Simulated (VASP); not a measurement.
```yaml
crystal:
  lattice:
    - [4.62766, 0.00000, 0.00000]
    - [0.00000, 4.62766, 0.00000]
    - [0.00000, 0.00000, 2.97298]
  atoms:
    - { symbol: Ti, position: [0.00000, 0.00000, 0.00000] }
    - { symbol: Ti, position: [0.50000, 0.50000, 0.50000] }
    - { symbol: O, position: [0.30410, 0.30410, 0.00000] }
    - { symbol: O, position: [0.80410, 0.19590, 0.50000] }
    - { symbol: O, position: [0.19590, 0.80410, 0.50000] }
    - { symbol: O, position: [0.69590, 0.69590, 0.00000] }
```

Computed with revTPSS meta-GGA, VASP's PBE PAW potentials (set 64) (plane waves; VASP). Settings: 520 eV cut-off, 5×5×7 Γ-centred mesh, Gaussian smearing of 0.050 eV, potentials Ti_sv O.

Estimate the energy per atom (σ→0), band gap (on the k-mesh) with the smallest direct gap where there is one.

- band gap (on the k-mesh) = 1.93 eV
- smallest direct gap (on the k-mesh) = 1.93 eV
- energy per atom (σ→0) = -9.798 eV/atom

The absolute energy has meaning only against runs of the same code, potentials and settings.

The compound is TiO2 in the rutile structure. It was relaxed first. The start is the result of an earlier pass.
